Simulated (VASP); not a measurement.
**Bi2Te3 (Tellurobismuthite): cell size and functional**

Aim: relax Bi2Te3 (Tellurobismuthite) at several levels of theory and compare the cells. The starting structure is a measured crystal structure from the Crystallography Open Database. The first relaxation on each setting starts from this cell expanded by 3 % in volume.

Main program and level: VASP 6.6.1; Kohn-Sham DFT with plane waves and PAW; PBEsol, LDA, PBE, PBEsol + D3(BJ), r2SCAN, r2SCAN + rVV10, optB86b-vdW and AM05.

### 1. The structure

The structure is trigonal, space group R-3m (No. 166). Conventional cell: a = 4.386 Å, b = 4.386 Å, c = 30.497 Å, α = 90.00°, β = 90.00°, γ = 120.00°. Nearest to Bi lie 6 Te at 3.07 to 3.25 Å. Nearest to Te lie 3 Bi at 3.07 Å. Nearest to Te lie 6 Bi at 3.25 Å. Farther neighbours and most contacts between anions are not listed.

Structure file:

```xyz
5
Lattice="-4.3860 0.0000 0.0000 2.1930 -3.7984 0.0000 2.1930 1.2661 10.1657" Properties=species:S:1:pos:R:3 pbc="T T T"
Bi    2.1930   -1.2661    8.1325
Bi   -2.1930   -1.2661    2.0331
Te    0.0000   -2.5323    3.7765
Te    0.0000    0.0000    6.3891
Te    0.0000    0.0000    0.0000
```

### 2. Relaxation with PBEsol

PBEsol restores the gradient expansion of exchange and is tuned for the cells of solids. This run starts from the cell of an earlier relaxation, which isn't shown; the restart sets up the plane waves anew.

INCAR

```
SYSTEM = Bi2Te3
PREC = Accurate
ENCUT = 450
EDIFF = 1E-06
NELM = 100
ISMEAR = 0
SIGMA = 0.03
LREAL = .FALSE.
ALGO = Normal
GGA = PS
NBANDS = 30
LORBIT = 11
LWAVE = .FALSE.
LCHARG = .FALSE.
KPAR = 8
IBRION = 2
NSW = 50
ISIF = 3
EDIFFG = -0.006
```

POSCAR

```
Bi2Te3
1.0
   -4.3809084244      0.0000000000      0.0000000000
    2.1904542123     -3.7939779872      0.0000000000
    2.1904542123      1.2646593290     10.0937036490
Bi Te
2 3
Direct
    0.2002110994      0.6001055497      0.8003166491
    0.7997889006      0.3998944503      0.1996833509
    0.5806477081      0.7903238541      0.3709715622
    0.4193522919      0.2096761459      0.6290284378
    0.0000000000      0.0000000000      0.0000000000
```

KPOINTS

```
Automatic mesh
0
Gamma
6 6 6
0 0 0
```

Potentials, in the order of the species: Bi_d and Te (PBE family, release 64).

The run is started by

```sh
mpirun -np 8 vasp_std
```

The log of the run:

```text
[banner, memory and clock lines left out]
running    8 mpi-ranks, on    1 nodes
 distrk:  each k-point on    1 cores,    8 groups
 distr:  one band on    1 cores,    1 groups

 POSCAR found type information on POSCAR BiTe
 POSCAR found :  2 types and       5 ions
|                                                                             |
|           W    W    AA    RRRRR   N    N  II  N    N   GGGG   !!!           |
|           W    W   A  A   R    R  NN   N  II  NN   N  G    G  !!!           |
|           W    W  A    A  R    R  N N  N  II  N N  N  G       !!!           |
|           W WW W  AAAAAA  RRRRR   N  N N  II  N  N N  G  GGG   !            |
|           WW  WW  A    A  R   R   N   NN  II  N   NN  G    G                |
|           W    W  A    A  R    R  N    N  II  N    N   GGGG   !!!           |
|                                                                             |
|     For optimal performance we recommend to set                             |
|       NCORE = 2 up to number-of-cores-per-socket                            |
|     NCORE specifies how many cores store one orbital (NPAR=cpu/NCORE).      |
|     This setting can greatly improve the performance of VASP for DFT.       |
|     The default, NCORE=1 might be grossly inefficient on modern             |
|     multi-core architectures or massively parallel machines. Do your        |
|     Unfortunately you need to use the default for GW and RPA                |
|     calculations (for HF NCORE is supported but not extensively tested      |
|     yet).                                                                   |
|                                                                             |

|                                                                             |
|               ----> ADVICE to this user running VASP <----                  |
|                                                                             |
|     You enforced a specific xc type in the INCAR file but a different       |
|     [... a line on the potential file left out ...]
|     I HOPE YOU KNOW WHAT YOU ARE DOING!                                     |
|                                                                             |

 LDA part: xc-table for (Slater+PW92), standard interpolation
 POSCAR, INCAR and KPOINTS ok, starting setup
 FFT: planning ... GRIDC
 FFT: planning ... GRID_SOFT
 FFT: planning ... GRID
 WAVECAR not read
 entering main loop
       N       E                     dE             d eps       ncg     rms          rms(c)
DAV:   1     0.415587934986E+03    0.41559E+03   -0.20253E+04  1928   0.140E+03
DAV:   2     0.231181644200E+02   -0.39247E+03   -0.37945E+03  2088   0.374E+02
DAV:   3    -0.187608507920E+02   -0.41879E+02   -0.39971E+02  2478   0.136E+02
DAV:   4    -0.204835893468E+02   -0.17227E+01   -0.17120E+01  2200   0.297E+01
DAV:   5    -0.205624148957E+02   -0.78826E-01   -0.78802E-01  2786   0.630E+00    0.800E+00
DAV:   6    -0.202973086100E+02    0.26511E+00   -0.41018E-01  2350   0.485E+00    0.594E+00
DAV:   7    -0.202975802673E+02   -0.27166E-03   -0.22305E-01  2324   0.220E+00    0.931E-01
DAV:   8    -0.202957684349E+02    0.18118E-02   -0.29488E-02  2136   0.107E+00    0.543E-01
DAV:   9    -0.202952012397E+02    0.56720E-03   -0.33814E-03  2220   0.397E-01    0.352E-01
DAV:  10    -0.202953133469E+02   -0.11211E-03   -0.91872E-04  2064   0.169E-01    0.764E-02
DAV:  11    -0.202953208944E+02   -0.75475E-05   -0.72346E-05  2370   0.580E-02    0.380E-02
DAV:  12    -0.202953233979E+02   -0.25035E-05   -0.21748E-05  2104   0.208E-02    0.247E-02
DAV:  13    -0.202953218771E+02    0.15207E-05   -0.39872E-06  1890   0.102E-02    0.726E-03
DAV:  14    -0.202953220888E+02   -0.21169E-06   -0.71114E-07  1104   0.498E-03
   1 F= -.20295322E+02 E0= -.20295322E+02  d E =-.202953E+02
 curvature:   0.00 expect dE= 0.000E+00 dE for cont linesearch  0.000E+00
 trial: gam= 0.00000 g(F)=  0.105E-05 g(S)=  0.235E-05 ort = 0.000E+00 (trialstep = 0.100E+01)
 search vector abs. value=  0.340E-05
 reached required accuracy - stopping structural energy minimisation
```

It took 16 s on 8 MPI ranks of AMD EPYC 9R14 (Zen 4), shared host; peak memory 2.5 GiB.

Lines that name or quote the potential files are left out of all logs, and their timing lines are given in words.

From OUTCAR (step 2):

```text
ion  position               nearest neighbor table
   1  0.200  0.600  0.800-   4 3.06   4 3.06   4 3.06   5 3.23   5 3.23   5 3.23
   2  0.800  0.400  0.200-   3 3.06   3 3.06   3 3.06   5 3.23   5 3.23   5 3.23
   3  0.581  0.790  0.371-   2 3.06   2 3.06   2 3.06   4 3.63   4 3.63   4 3.63
   4  0.419  0.210  0.629-   1 3.06   1 3.06   1 3.06   3 3.63   3 3.63   3 3.63
   5  0.000  0.000  0.000-   2 3.23   1 3.23   2 3.23   1 3.23   1 3.23   2 3.23

  LATTYP: Found a trigonal (rhomboedric) cell.
 ALAT       =    10.4057823458
 COS(alpha) =     0.9113765038

 Subroutine GETGRP returns: Found 12 space group operations
 (whereof 12 operations were pure point group operations)

The static configuration has the point symmetry D_3d.

 Found     32 irreducible k-points:

   k-points           NKPTS =     32   k-points in BZ     NKDIM =     32   number of bands    NBANDS=     30

   dimension x,y,z NGX =    30 NGY =   30 NGZ =   72
   dimension x,y,z NGXF=    60 NGYF=   60 NGZF=  144

   ENCUT  =  450.0 eV  33.07 Ry    5.75 a.u.   7.58  7.58 18.00*2*pi/ulx,y,z

   NELECT =      48.0000    total number of electrons

 k-points in reciprocal lattice and weights: Automatic mesh
   0.00000000  0.00000000  0.00000000       0.005
   0.16666667 -0.00000000  0.00000000       0.028
   0.33333333 -0.00000000 -0.00000000       0.028
   0.50000000  0.00000000  0.00000000       0.014
   0.00000000  0.16666667  0.00000000       0.028
   0.16666667  0.16666667  0.00000000       0.056
   0.33333333  0.16666667  0.00000000       0.056
   0.00000000  0.33333333  0.00000000       0.028
   0.16666667  0.33333333 -0.00000000       0.056
[...]
0.16666667  0.16666667  0.33333333       0.028
   0.00000000  0.00000000  0.50000000       0.005

 average (electrostatic) potential at core
       1-104.8550       2-104.8550       3 -87.9915       4 -87.9915       5 -87.8145

 E-fermi :   6.2795

 k-point     1 :       0.0000    0.0000    0.0000
  band No.  band energies     occupation
    ...
     20       4.4405      2.00000
     21       4.4405      2.00000
     22       5.2907      2.00000
     23       5.2907      2.00000
     24       6.1773      2.00000
     25       6.3818      0.00000
     26       6.7910      0.00000
     27       6.7910      0.00000
     28       8.0942      0.00000
     29       8.2952      0.00000
    ...

 k-point     2 :       0.1667   -0.0000    0.0000
  band No.  band energies     occupation
    ...
     20       4.4843      2.00000
     21       4.6002      2.00000
     22       4.9932      2.00000
     23       5.1702      2.00000
     24       5.6912      2.00000
     25       7.2145      0.00000
     26       7.4616      0.00000
     27       7.4961      0.00000
     28       8.2897      0.00000
     29       8.4399      0.00000
    ...

 k-point     3 :       0.3333   -0.0000   -0.0000
  band No.  band energies     occupation
    ...
     20       3.9123      2.00000
     21       3.9778      2.00000
     22       4.5084      2.00000
     23       4.5584      2.00000
     24       4.7449      2.00000
     25       7.7230      0.00000
     26       8.1384      0.00000
     27       8.6454      0.00000
     28       8.7404      0.00000
     29       8.7767      0.00000
    ...

  Total        0.0086000      0.0086000     -0.0097650     -0.0000000      0.0000000     -0.0000000
  in kB        0.0821295      0.0821295     -0.0932550     -0.0000000      0.0000000     -0.0000000
  external PRESSURE =       0.0236680 kB  Pullay stress =       0.0000000 kB

  energy-cutoff  :      450.00
  volume of cell :      167.77
      direct lattice vectors                 reciprocal lattice vectors
    -4.380908424  0.000000000  0.000000000    -0.228263160 -0.131787797  0.066047775
     2.190454212 -3.793977987  0.000000000     0.000000000 -0.263575594  0.033023887
     2.190454212  1.264659329 10.093703649     0.000000000  0.000000000  0.099071662

 POSITION                                       TOTAL-FORCE (eV/Angst)
 -----------------------------------------------------------------------------------
      2.19045     -1.26466      8.07816        -0.000000      0.000000     -0.000236
     -2.19045     -1.26466      2.01554         0.000000     -0.000000      0.000236
      0.00000     -2.52932      3.74448        -0.000000      0.000000     -0.003292
     -0.00000      0.00000      6.34923         0.000000     -0.000000      0.003292
      0.00000      0.00000      0.00000         0.000000     -0.000000      0.000000
 -----------------------------------------------------------------------------------
    total drift:                                0.000000      0.000000      0.000000

  FREE ENERGIE OF THE ION-ELECTRON SYSTEM (eV)
  ---------------------------------------------------
  free  energy   TOTEN  =       -20.2953220888 eV

  energy  without entropy=      -20.2953220874  energy(sigma->0) =      -20.29532209

 reached required accuracy - stopping structural energy minimisation

 total charge
# of ion       s       p       d       tot
------------------------------------------
    1        1.591   1.142   9.947  12.679
    2        1.591   1.142   9.947  12.679
    3        1.408   1.901   0.026   3.335
    4        1.408   1.901   0.026   3.335
    5        1.388   1.965   0.024   3.376
--------------------------------------------------
tot          7.385   8.051  19.970  35.405

[... 3 further parts left out ...]
```

The PAW data sets were made with PBE, which is usual practice but a small mismatch for other functionals. The run keeps the 12 symmetry operations of its start, so it cannot find a distortion of lower symmetry.

With PBEsol the relaxed cell holds 33.554 Å³ an atom, -0.94 % against the measured cell, with a = 4.381 Å and c = 30.281 Å.

### 3. Relaxation with LDA

LDA, the lowest rung, knows the local density alone. This run starts from the cell of an earlier relaxation, which isn't shown; the restart sets up the plane waves anew.

INCAR, as its differences from that of step 2:

```diff
@@ -9,3 +9,3 @@
 ALGO = Normal
-GGA = PS
+GGA = CA
 NBANDS = 30
```

POSCAR

```
Bi2Te3
1.0
   -4.3550477177      0.0000000000      0.0000000000
    2.1775238589     -3.7715819582      0.0000000000
    2.1775238589      1.2571939860      9.9628017913
Bi Te
2 3
Direct
    0.1995483652      0.5997741826      0.7993225478
    0.8004516348      0.4002258174      0.2006774522
    0.5824386865      0.7912193433      0.3736580298
    0.4175613135      0.2087806567      0.6263419702
    0.0000000000      0.0000000000      0.0000000000
```

KPOINTS is that of step 2.

The projector-augmented-wave data sets are Bi_d and Te (LDA family, release 64).

The run is started by

```sh
mpirun -np 8 vasp_std
```

The log of the run:

```text
[banner, memory and clock lines left out]
running    8 mpi-ranks, on    1 nodes
[...]
[... a notice as in an earlier step ...]

 LDA part: xc-table for (Slater(with rela. corr.)+CA(PZ))
 , standard interpolation
 POSCAR, INCAR and KPOINTS ok, starting setup
[...]
entering main loop
       N       E                     dE             d eps       ncg     rms          rms(c)
DAV:   1     0.414496696265E+03    0.41450E+03   -0.20196E+04  1920   0.140E+03
DAV:   2     0.229422153858E+02   -0.39155E+03   -0.38019E+03  2070   0.373E+02
DAV:   3    -0.200399799724E+02   -0.42982E+02   -0.40860E+02  2484   0.137E+02
DAV:   4    -0.218032096482E+02   -0.17632E+01   -0.17485E+01  2246   0.294E+01
[...]
DAV:  12    -0.216067296314E+02   -0.37906E-05   -0.33737E-05  2248   0.244E-02    0.266E-02
DAV:  13    -0.216067285149E+02    0.11165E-05   -0.34011E-06  1882   0.944E-03    0.101E-02
DAV:  14    -0.216067283870E+02    0.12786E-06   -0.75350E-07  1146   0.548E-03
   1 F= -.21606728E+02 E0= -.21606728E+02  d E =-.216067E+02
[...]
reached required accuracy - stopping structural energy minimisation
```

Wall time 12 s (8 MPI ranks); peak memory 2.1 GiB; 94 s of CPU time.

From OUTCAR (step 3):

```text
  Total        0.0074853      0.0074853     -0.0080702     -0.0000000      0.0000000     -0.0000000
  in kB        0.0732862      0.0732862     -0.0790130     -0.0000000      0.0000000     -0.0000000
  external PRESSURE =       0.0225198 kB  Pullay stress =       0.0000000 kB

 POSITION                                       TOTAL-FORCE (eV/Angst)
 -----------------------------------------------------------------------------------
      2.17752     -1.25719      7.96349        -0.000000      0.000000     -0.004843
     -2.17752     -1.25719      1.99931         0.000000     -0.000000      0.004843
      0.00000     -2.51439      3.72268        -0.000000      0.000000     -0.003651
     -0.00000      0.00000      6.24012         0.000000     -0.000000      0.003651
      0.00000      0.00000      0.00000         0.000000      0.000000      0.000000
 -----------------------------------------------------------------------------------
    total drift:                               -0.000000      0.000000     -0.000000

  FREE ENERGIE OF THE ION-ELECTRON SYSTEM (eV)
  ---------------------------------------------------
  free  energy   TOTEN  =       -21.6067283870 eV

  energy  without entropy=      -21.6067279010  energy(sigma->0) =      -21.60672814

[... 2 parts as in an earlier step ...]

[... 2 further parts left out ...]
[key lines of the parts left out:]
E-fermi :   6.5609
```

With LDA the relaxed cell holds 32.729 Å³ an atom, -3.37 % against the measured cell, with a = 4.355 Å and c = 29.888 Å. That is -2.46 % from PBEsol.

### 4. Relaxation with PBE

PBE, the usual starting point, adds the gradient of the density. This run starts from the cell of an earlier relaxation, which isn't shown; the restart sets up the plane waves anew.

INCAR, as its differences from that of step 3:

```diff
@@ -9,3 +9,3 @@
 ALGO = Normal
-GGA = CA
+GGA = PE
 NBANDS = 30
```

POSCAR

```
Bi2Te3
1.0
   -4.4478241460      0.0000000000      0.0000000000
    2.2239120731     -3.8519287020      0.0000000000
    2.2239120731      1.2839762340     10.6111352832
Bi Te
2 3
Direct
    0.2044518644      0.6022259322      0.8066777965
    0.7955481356      0.3977740678      0.1933222035
    0.5705818397      0.7852909198      0.3558727595
    0.4294181603      0.2147090802      0.6441272405
    0.0000000000      0.0000000000      0.0000000000
```

KPOINTS is that of step 3.

Potentials, in the order of the species: Bi_d and Te (PBE family, release 64).

The run is started by

```sh
mpirun -np 8 vasp_std
```

The log of the run:

```text
[banner, memory and clock lines left out]
running    8 mpi-ranks, on    1 nodes
[...]
[... a notice as in an earlier step ...]

 LDA part: xc-table for (Slater+PW92), standard interpolation
 POSCAR, INCAR and KPOINTS ok, starting setup
[...]
entering main loop
       N       E                     dE             d eps       ncg     rms          rms(c)
DAV:   1     0.410405288604E+03    0.41041E+03   -0.20045E+04  1928   0.136E+03
DAV:   2     0.245078832470E+02   -0.38590E+03   -0.37272E+03  2090   0.365E+02
DAV:   3    -0.170053963126E+02   -0.41513E+02   -0.40138E+02  2440   0.136E+02
DAV:   4    -0.186504201545E+02   -0.16450E+01   -0.16345E+01  2204   0.292E+01
[...]
DAV:  12    -0.183986467655E+02   -0.76341E-05   -0.17712E-05  1910   0.194E-02    0.998E-03
DAV:  13    -0.183986490748E+02   -0.23093E-05   -0.40152E-06  1802   0.155E-02    0.350E-03
DAV:  14    -0.183986493246E+02   -0.24975E-06   -0.35328E-07  1140   0.479E-03
   1 F= -.18398649E+02 E0= -.18398649E+02  d E =-.183986E+02
[...]
reached required accuracy - stopping structural energy minimisation
```

Run time: 17 s. Hardware: 8 MPI ranks; peak memory 2.8 GiB; 2.1 min of CPU time.

From OUTCAR (step 4):

```text
  Total       -0.0009388     -0.0009388      0.0115927      0.0000000      0.0000000      0.0000000
  in kB       -0.0082737     -0.0082737      0.1021665      0.0000000      0.0000000      0.0000000
  external PRESSURE =       0.0285397 kB  Pullay stress =       0.0000000 kB

 POSITION                                       TOTAL-FORCE (eV/Angst)
 -----------------------------------------------------------------------------------
      2.22391     -1.28398      8.55977         0.000000      0.000000      0.002640
     -2.22391     -1.28398      2.05137        -0.000000     -0.000000     -0.002640
     -0.00000     -2.56795      3.77621        -0.000000      0.000000     -0.003199
      0.00000     -0.00000      6.83492         0.000000      0.000000      0.003199
      0.00000      0.00000      0.00000         0.000000      0.000000      0.000000
 -----------------------------------------------------------------------------------
    total drift:                               -0.000000     -0.000000     -0.000000

  FREE ENERGIE OF THE ION-ELECTRON SYSTEM (eV)
  ---------------------------------------------------
  free  energy   TOTEN  =       -18.3986493246 eV

  energy  without entropy=      -18.3986493246  energy(sigma->0) =      -18.39864932

[... 2 parts as in an earlier step ...]

[... 2 further parts left out ...]
[key lines of the parts left out:]
E-fermi :   5.2982
```

With PBE the relaxed cell holds 36.359 Å³ an atom, +7.35 % against the measured cell, with a = 4.448 Å and c = 31.833 Å. That is +8.36 % from PBEsol.

(Part 1 of 3 ends here.)

[Lines on the potential files, build, host, timing and source positions are cut from VASP's logs without a mark.]

[Logs are printed without paths, hosts, clocks, repeated set-up lines and the standing remarks that a program may print on its own settings, such as how far it seeks lower states.]

[Hosts, paths, dates, database ids (printed as entryN), source tags and the programs' standing remarks are cut or masked in the printed files.]
